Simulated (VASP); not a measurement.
# ZnCo (P-6m2) in VASP: a series of runs

The runs below take ZnCo through single point, with LDA.

All numbers are computed with VASP 6.6.1; they aren't measurements. Logs are shortened: lines on timing, memory, paths and dates and some standing lists are left out, and cuts for length are marked.

**1. The structure**

Symmetry: P-6m2, No. 187, hexagonal system. The conventional cell has a = 2.607 Å, b = 2.607 Å, c = 4.172 Å, α = 90.00°, β = 90.00°, γ = 120.00°. Zn (site symmetry -6m2) is surrounded by 6 Co at 2.57 Å and 6 Zn at 2.61 Å. Around Co (site symmetry -6m2) lie 6 Zn at 2.57 Å and 6 Co at 2.61 Å.

The cell comes from a database or a generator and needn't be the stable form of this composition.

**2. Single point, LDA, collinear spin, typed start**

The input, INCAR:

```
ALGO     = Normal         # electronic algorithm
EDIFF    = 1E-7           # SCF threshold, eV
ENCUT    = 520            # plane-wave cutoff, eV
ISIF     = 2              # what is computed and relaxed
ISMEAR   = 1              # smearing method
ISPIN    = 2              # spin polarisation
LASPH    = True           # aspherical terms in the spheres
LCHARG   = False          # write CHGCAR
LMAXMIX  = 4              # l up to which the mixer works
LORBIT   = 11             # projections on sites
LREAL    = False          # projectors in reciprocal space
LWAVE    = False          # write WAVECAR
MAGMOM   = 0 3.2          # initial moments
NBANDS   = 22             # bands
NELM     = 150            # most SCF steps
PREC     = Accurate       # precision mode
SIGMA    = 0.005          # smearing width, eV
```

The input, KPOINTS:

```
k-points
0
Gamma
  10 10 6
```

The input, POSCAR:

```
ZnCo
1.0
    2.6072240000      0.0000000000      0.0000000000
   -1.3036120000      2.2579220000      0.0000000000
    0.0000000000      0.0000000000      4.1716830000
Zn Co
1 1
Direct
    0.6666670000      0.3333330000      0.0000000000
    0.0000000000      0.0000000000      0.5000000000
```

Potentials or basis: VASP PAW LDA potentials, release 64 (Zn, Co).

Launch:

```console
> cat potpaw_LDA.64/Zn/POTCAR potpaw_LDA.64/Co/POTCAR > POTCAR
> mpirun -np 1 vasp_std > vasp.out
```

OUTCAR:

```text
EDIFF = 1E-7
   ENCUT = 520
   ISIF = 2
   ISMEAR = 1
   ISPIN = 2
   LASPH = True
   LORBIT = 11
   LREAL = False
   NELM = 150
   PREC = Accurate

 ion  position               nearest neighbor table
   1  0.667  0.333  0.000-   2 2.57   2 2.57   2 2.57   2 2.57   2 2.57   2 2.57
   2  0.000  0.000  0.500-   1 2.57   1 2.57   1 2.57   1 2.57   1 2.57   1 2.57

  LATTYP: Found a hexagonal cell.
 ALAT       =     2.6072240000
 C/A-ratio  =     1.6000477903

  Lattice vectors:

 A1 = (   2.6072240000,   0.0000000000,   0.0000000000)
 A2 = (  -1.3036120000,   2.2579220000,   0.0000000000)
 A3 = (   0.0000000000,   0.0000000000,   4.1716830000)

Analysis of symmetry for initial positions (statically):
=====================================================================
 Subroutine PRICEL returns:
 Original cell was already a primitive cell.

 Routine SETGRP: Setting up the symmetry group for a
 hexagonal supercell.

 Subroutine GETGRP returns: Found 12 space group operations
 (whereof 12 operations were pure point group operations)
 out of a pool of 24 trial point group operations.

The static configuration has the point symmetry D_3h.

Analysis of symmetry for dynamics (positions and initial velocities):
=====================================================================
 Subroutine PRICEL returns:
 Original cell was already a primitive cell.

 Routine SETGRP: Setting up the symmetry group for a
 hexagonal supercell.

 Subroutine GETGRP returns: Found 12 space group operations
 (whereof 12 operations were pure point group operations)
 out of a pool of 24 trial point group operations.

The dynamic configuration has the point symmetry D_3h.

Analysis of structural, dynamic, and magnetic symmetry:
=====================================================================
 Subroutine PRICEL returns:
 Original cell was already a primitive cell.

 Routine SETGRP: Setting up the symmetry group for a
 hexagonal supercell.

 Subroutine GETGRP returns: Found 12 space group operations
 (whereof 12 operations were pure point group operations)
 out of a pool of 24 trial point group operations.

The overall configuration has the point symmetry D_3h.

 Subroutine INISYM returns: Found 12 space group operations
 (whereof 12 operations are pure point group operations),
 and found     1 'primitive' translations

----------------------------------------------------------------------------------------

                                     Primitive cell
[... 114 lines left out ...]
  Thomas-Fermi vector in A             =   2.658039
   LORBIT       =     11    0 simple, 1 ext, 2 COOP (PROOUT), +10 PAW based schemes
   GGA     = CA    functional components
   LHFCALC =     F    Hartree Fock is set to
   AEXX    =    0.0000 exact exchange contribution
   IVDW    =     0    specifies the selected vdW correction
   LEPSILON=     F    determine dielectric tensor
   LRPA    =     F    only Hartree local field effects (RPA)
 spin polarized calculation
 Methfessel and Paxton  Order N= 1 SIGMA  =   0.01
  energy-cutoff  :      520.00
  volume of cell :       24.56
 maximum number of plane-waves:       675
 NGX is ok and might be reduce to    20
   NGX =  9   NGY =  9   NGZ = 15

 number of electron      20.9999999 magnetization       1.2343839

 Free energy of the ion-electron system (eV)
  ---------------------------------------------------
  ext. energy  EPLUGINS =         0.00000000
  ---------------------------------------------------
  free energy    TOTEN  =        -9.87361595 eV

  energy without entropy =       -9.87359788  energy(sigma->0) =       -9.87360993

 E-fermi :   6.0074     XC(G=0): -13.0457

 val. band max:        5.9969629274   @ k =   0.3000   0.1000   0.0000
 cond. band min:       6.0074658608   @ k =   0.5000   0.0000   0.1667
 fundamental gap:      0.0105029334
 Fermi energy:         6.0074080663

 spin component 1

 k-point     1 :       0.0000    0.0000    0.0000
  band No.  band energies     occupation
      1      -4.0848      1.00000
      2      -1.8908      1.00000
      3      -1.4055      1.00000
      4      -1.4055      1.00000
      5      -0.8438      1.00000
      6      -0.8438      1.00000
[... 589 lines left out ...]
     21      31.2898      0.00000
     22      33.6573      0.00000

 [... further k-points ...]

 spin component 2

 k-point     1 :       0.0000    0.0000    0.0000
  band No.  band energies     occupation
      1      -4.0632      1.00000
      2      -1.8881      1.00000
      3      -1.4118      1.00000
      4      -1.4118      1.00000
      5      -0.8487      1.00000
      6      -0.8487      1.00000
[... 589 lines left out ...]
     21      31.4294      0.00000
     22      33.7577      0.00000

 [... further k-points ...]

------------------------ aborting loop because EDIFF is reached ----------------------------------------

  FORCE on cell =-STRESS in cart. coord.  units (eV):
  Direction    XX          YY          ZZ          XY          YZ          ZX
  --------------------------------------------------------------------------------------
  -------------------------------------------------------------------------------------
  Total       -2.1214181     -2.1214177     -2.1710228      0.0000000      0.0000000      0.0000000
  in kB     -138.4006955   -138.4006689   -141.6368905      0.0000000      0.0000000      0.0000000
  external PRESSURE =    -139.4794183 kB  Pullay stress =       0.0000000 kB

 VOLUME and BASIS-vectors are now :
 -----------------------------------------------------------------------------
  energy-cutoff  :      520.00
  volume of cell :       24.56
      direct lattice vectors                 reciprocal lattice vectors
     2.607224000  0.000000000  0.000000000     0.383549707  0.221442548  0.000000000
    -1.303612000  2.257922000  0.000000000     0.000000000  0.442885095  0.000000000
     0.000000000  0.000000000  4.171683000     0.000000000  0.000000000  0.239711407

 POSITION                                       TOTAL-FORCE (eV/Angst)
 -----------------------------------------------------------------------------------
      1.30361      0.75264      0.00000         0.000000      0.000000      0.000000
      0.00000      0.00000      2.08584        -0.000000     -0.000000      0.000000
 -----------------------------------------------------------------------------------
    total drift:                               -0.000139      0.000080      0.000000

  FREE ENERGIE OF THE ION-ELECTRON SYSTEM (eV)
  ---------------------------------------------------
  free  energy   TOTEN  =        -9.8736159491 eV

  energy  without entropy=       -9.8735978783  energy(sigma->0) =       -9.87360993

 total charge

# of ion       s       p       d       tot
------------------------------------------
    1        0.626   0.565   9.744  10.934
    2        0.420   0.427   7.294   8.141
--------------------------------------------------
tot          1.046   0.992  17.038  19.075

 magnetization (x)

# of ion       s       p       d       tot
------------------------------------------
    1       -0.008  -0.020  -0.002  -0.030
    2       -0.005  -0.020   1.320   1.295
--------------------------------------------------
tot         -0.013  -0.040   1.318   1.265
```

Wall time 2.4 min (1 thread of Intel Xeon Platinum 8488C (Sapphire Rapids), shared host); peak memory 0.17 GiB.

Results:

- Free energy: -9.8736 eV
- Pressure: -13.9 GPa
- Band gap on the k mesh: none (metal or under the smearing width)
- Net moment: 1.23 μB per cell
- Site moments: Zn -0.03; Co +1.29 μB
- Valence electrons inside the program's atomic spheres: Zn 10.93; Co 8.14

**3. Single point, LDA, collinear spin, typed start**

The input, INCAR:

```
  ALGO = Normal
  EDIFF = 1E-7
  ENCUT = 520
  GGA = CA
  ISIF = 2
  ISMEAR = 1
  ISPIN = 2
  LASPH = T
  LCHARG = F
  LMAXMIX = 4
  LORBIT = 11
  LREAL = F
  LWAVE = F
  MAGMOM = 0 3.2
  NBANDS = 22
  NELM = 150
  PREC = Accurate
  SIGMA = 0.005
```

KPOINTS is that of step 2.

POSCAR is that of step 2.

Potentials or basis: VASP PAW LDA potentials, release 64 (Zn, Co).

Launch:

```console
> cat potpaw_LDA.64/Zn/POTCAR potpaw_LDA.64/Co/POTCAR > POTCAR
> mpirun -np 1 vasp_std > vasp.out
```

It took 2.8 min on 1 thread of Intel Xeon Platinum 8488C (Sapphire Rapids), shared host; peak memory 0.17 GiB.

The run converged. Its results:

| Property | Result |
| --- | --- |
| Free energy | -9.8736 eV |
| Pressure | -13.9 GPa |
| Band gap on the k mesh | none (metal or under the smearing width) |
| Net moment | 1.23 μB per cell |
| Site moments | Zn -0.03; Co +1.29 μB |
| Valence electrons inside the program's atomic spheres | Zn 10.93; Co 8.14 |

Stress tensor (GPa, compression positive):
```
-13.84   0.00   0.00
  0.00 -13.84   0.00
  0.00   0.00 -14.16
```

Levels at points of the mesh, in eV from the Fermi level:
Spin up:
```
           k point  band 7  band 8  band 9  band 10  band 11  band 12  band 13  band 14  band 15  band 16
(0.00, 0.00, 0.00)   -3.33   -1.89   -1.89    -1.44    -1.01    -1.01     3.33    19.33    19.33    20.20
(0.50, 0.00, 0.00)   -2.99   -2.75   -1.48    -1.22    -0.35     1.29     6.85     7.27     9.90    10.57
(0.00, 0.00, 0.50)   -6.69   -2.46   -1.85    -1.85    -1.03    -1.03    11.57    12.44    20.04    20.04
(0.50, 0.00, 0.50)   -3.49   -1.41   -1.30    -1.18    -0.35     0.53     2.78     5.13    13.46    15.83
```
Spin down:
```tsv
k point	band 8	band 9	band 10	band 11	band 12	band 13
(0.00, 0.00, 0.00)	-1.41	-0.71	-0.71	0.31	0.31	3.81
(0.50, 0.00, 0.00)	-2.04	-1.26	0.05	0.97	2.11	7.01
(0.00, 0.00, 0.50)	-1.61	-0.67	-0.67	0.29	0.29	11.66
(0.50, 0.00, 0.50)	-1.10	-0.43	-0.15	0.71	0.97	3.31
```
